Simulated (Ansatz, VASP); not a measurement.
# In3Sb in two plane-wave programs, part 2 of 2

Wanted: the spread between two codes on one cell, functional and k mesh. The cell is generated by rule, not measured, and may not be a known phase. Of the first pair: The two relaxations start from unlike cells of this crystal (the structure described is Ansatz's start), so only their ends are compared.

VASP 6.6.1 and Ansatz 0.2.0.

So far: The structure; VASP: relaxation of cell and atoms, PBEsol; Ansatz: relaxation of cell and atoms, PBEsol; Differences.

## Step 5: Ansatz: zone-centre phonons, PBEsol

Level of this step: Ansatz beside VASP: Kohn-Sham DFT, plane waves, PBEsol (Ansatz).

Second derivatives magnify differences that forces hide, and they need a tight electronic threshold.

The cell is taken from a series of runs on this material, whose earlier steps may have relaxed, scaled, displaced or heated it; both programs get it as it stands.

input.yaml

```yaml
crystal:
  lattice:
    - [0.0, 3.7366996105, 3.7366996105]
    - [3.7366996105, 0.0, 3.7366996105]
    - [3.7366996105, 3.7366996105, 0.0]
  atoms:
    - { symbol: Sb, position: [0.0, 0.0, 0.0] }
    - { symbol: In, position: [0.25, 0.25, 0.25] }
    - { symbol: In, position: [0.75, 0.75, 0.75] }
    - { symbol: In, position: [0.5, 0.5, 0.5] }
kpoints:
  mp_grid: { grid: [8, 8, 8] }
hamiltonian:
  xc: pbesol
scf:
  occupations: { method: methfessel_paxton, width: 0.15 }
output:
  eigenvalues: true
phonons:
  method: dfpt
```

The run is started by

```
$ ansatz run input.yaml --threads 4 --pin off --max-ram 7168MiB --backend cpu --events-out ev --progress --plain --runs-dir out
```

Numbers of over 12 decimals in the logs are rounded to 6 here.

The program printed:

```text
zone centre: on kpoints.mp_grid the ground state, and the responses unless they are solved on pairs of k-points, stand on 59 of the mesh's 512 k-points, reduced under 8 symmetry operations, with k and −k counted as one. Each operation leaves every solved displacement unchanged or reverses it
[...]
Crystal: 4 atoms, lattice volume = 104.351 Å³
[...]
k mesh reduced under 8 symmetry operations, with k and −k counted as one. Each operation leaves every solved displacement unchanged or reverses it
  ASR residual: 5.575e-5 → 0.000e0 eV/Å²; symmetrization residual: 4.055e-5 eV/Å²
  ASR residual per site (eV/Å²): 9.87e-6 8.20e-6 8.20e-6 5.58e-5
  Γ frequencies (cm⁻¹): 0.00 0.00 0.00 57.04 57.04 57.04 62.75 62.75 62.75 86.92 86.92 86.92
  non-analytic LO–TO correction: not included (Born effective charges unavailable; polar crystals: no LO–TO splitting at Γ)
[key lines of the parts left out:]
SCF converged after 10 iterations
Free energy (F): -22984.203275 eV
Fermi energy:    10.679058 eV
```

## Step 6: VASP: zone-centre phonons, PBEsol

The same cell, functional, mesh and smearing now go to VASP, with its own data sets.

INCAR

```
SYSTEM = In3Sb
PREC = Accurate
ENCUT = 500
EDIFF = 1E-08
NELM = 120
ISMEAR = 1
SIGMA = 0.15
LREAL = .FALSE.
ALGO = Normal
GGA = PS
NBANDS = 28
LORBIT = 11
LWAVE = .FALSE.
LCHARG = .FALSE.
ISIF = 2
IBRION = 8
LASPH = .TRUE.
GGA_COMPAT = .FALSE.
KPAR = 2
```

POSCAR

```
In3Sb
1.0
    0.0000000000      3.7366996105      3.7366996105
    3.7366996105      0.0000000000      3.7366996105
    3.7366996105      3.7366996105      0.0000000000
Sb In
1 3
Direct
    0.0000000000      0.0000000000      0.0000000000
    0.2500000000      0.2500000000      0.2500000000
    0.7500000000      0.7500000000      0.7500000000
    0.5000000000      0.5000000000      0.5000000000
```

KPOINTS

```
Automatic mesh
0
Gamma
8 8 8
0 0 0
```

Potentials, in the order of the species: Sb and In_d (PBE family, release 64).

The run is started by

```
$ mpirun -np 2 vasp_std
```

The program printed:

```text
[banner, memory and clock lines left out]
running    2 mpi-ranks, on    1 nodes
[...]
[... a notice as in an earlier step ...]

 LDA part: xc-table for (Slater+PW92), standard interpolation
 POSCAR, INCAR and KPOINTS ok, starting setup
[...]
entering main loop
       N       E                     dE             d eps       ncg     rms          rms(c)
DAV:   1     0.379190676225E+03    0.37919E+03   -0.20160E+04  1624   0.191E+03
DAV:   2     0.196885939852E+02   -0.35950E+03   -0.35409E+03  1636   0.441E+02
DAV:   3    -0.123478540891E+02   -0.32036E+02   -0.31448E+02  1908   0.158E+02
DAV:   4    -0.134922967044E+02   -0.11444E+01   -0.11394E+01  1920   0.325E+01
[...]
DAV:  13    -0.134108395098E+02   -0.25778E-07   -0.23739E-07  1968   0.822E-03    0.691E-04
DAV:  14    -0.134108395406E+02   -0.30738E-07   -0.33097E-08  1440   0.262E-03    0.335E-04
DAV:  15    -0.134108395385E+02    0.20173E-08   -0.41121E-09  1020   0.152E-03
   1 F= -.13410840E+02 E0= -.13410029E+02  d E =-.243019E-02
[...]
RMM:  12    -0.239421415792E+00   -0.66350E-07    0.23637E-07 10387   0.103E-04    0.158E-05
RMM:  13    -0.239421413905E+00    0.18870E-08    0.12796E-07 10394   0.641E-05    0.977E-06
RMM:  14    -0.239421411008E+00    0.28965E-08    0.89170E-08 10199   0.449E-05    0.722E-06
 first order change of Fermi-energy   0.60310E-07
 force on displaced ion       2 direction 1 :  -1.668  -0.000  -0.000
 Linear response progress:
  Degree of freedom:   3/  3
       N       E                     dE             d eps       ncg     rms          rms(c)
RMM:   1    -0.236982476223E+00   -0.23698E+00   -0.14765E-01  4628   0.357E+00
RMM:   2    -0.239605208933E+00   -0.26227E-02   -0.17222E-02  5284   0.852E-01    0.660E-02
RMM:   3    -0.239711769001E+00   -0.10656E-03   -0.16011E-03  5656   0.271E-01    0.267E-02
RMM:   4    -0.239620386768E+00    0.91382E-04   -0.16636E-04  5806   0.879E-02    0.187E-02
[...]
RMM:  13    -0.239587441889E+00   -0.41872E-07    0.28869E-08  6166   0.578E-05    0.886E-06
RMM:  14    -0.239587411688E+00    0.30200E-07    0.18152E-08  5922   0.423E-05    0.326E-06
RMM:  15    -0.239587406669E+00    0.50190E-08    0.84081E-09  5177   0.335E-05    0.765E-07
 first order change of Fermi-energy  -0.15475E-04
 force on displaced ion       4 direction 1 :  -1.389   0.000   0.000
 Linear response finished
```

Parts of OUTCAR (step 6):

```text
  Total       -0.0157003     -0.0157003     -0.0157003      0.0000000     -0.0000000     -0.0000000
  in kB       -0.2410588     -0.2410588     -0.2410588      0.0000000     -0.0000000     -0.0000000
  external PRESSURE =      -0.2410588 kB  Pullay stress =       0.0000000 kB

 POSITION                                       TOTAL-FORCE (eV/Angst)
 -----------------------------------------------------------------------------------
      0.00000      0.00000      0.00000        -0.000000     -0.000000     -0.000000
      1.86835      1.86835      1.86835         0.000000      0.000000     -0.000000
      5.60505      5.60505      5.60505        -0.000000     -0.000000      0.000000
      3.73670      3.73670      3.73670        -0.000000     -0.000000     -0.000000
 -----------------------------------------------------------------------------------
    total drift:                               -0.000000     -0.000000      0.000000

[... 1 part as in an earlier step ...]

[... 1 further part left out ...]
```

## Step 7: Side by side

What differs besides the data sets and the points named for the pairs above, as far as they apply: the data sets hold 54 valence electrons in Ansatz (on its default PAW (the set named soft_2) files) and 44 in VASP. Total energies have different zeros and are not compared.

The two programs side by side:

```
                  quantity  Ansatz  VASP  difference
optical mode 1 to 3 (cm⁻¹)    57.0  58.1     -1.90 %
optical mode 4 to 6 (cm⁻¹)    62.8  63.8     -1.59 %
optical mode 7 to 9 (cm⁻¹)    86.9  87.4     -0.59 %
```

Modes are paired by rising frequency, not by their patterns, so a pair may set unlike modes beside each other; they are those without the splitting of longitudinal modes.

## Step 8: What came out

| Quantity | Value |
| --- | --- |
| difference in volume (relaxation of cell and atoms, PBEsol) | 0.040 % |
| r.m.s. difference of the optical zone-centre modes, each program's sorted by frequency (zone-centre phonons, PBEsol) | 0.91 cm⁻¹ |
| difference in optical mode 1 to 3 (zone-centre phonons, PBEsol) | -1.9 % |

**Reading.** The difference in volume is 0.040 % (relaxation of cell and atoms, PBEsol), within the 1.2 % picked in this series as the mark of a large difference, as far as the stopping tolerances let one tell. The data sets hold unlike numbers of valence electrons (54 in Ansatz and 44 in VASP), so part of the differences comes from the potentials. Among the rows given in per cent, the largest difference of the zone-centre phonons, PBEsol pair is in optical mode 1 to 3, -1.9 %. 2 further runs of this series are not shown here. How closely two codes agree says nothing of how well the functional describes the real material.

[Lines on the potential files, build, host, timing and source positions are cut from VASP's logs without a mark.]

[Logs are printed without paths, hosts, clocks, repeated set-up lines and the standing remarks that a program may print on its own settings, such as how far it seeks lower states.]

[Hosts, paths, dates, database ids (printed as entryN), source tags and the programs' standing remarks are cut or masked in the printed files.]
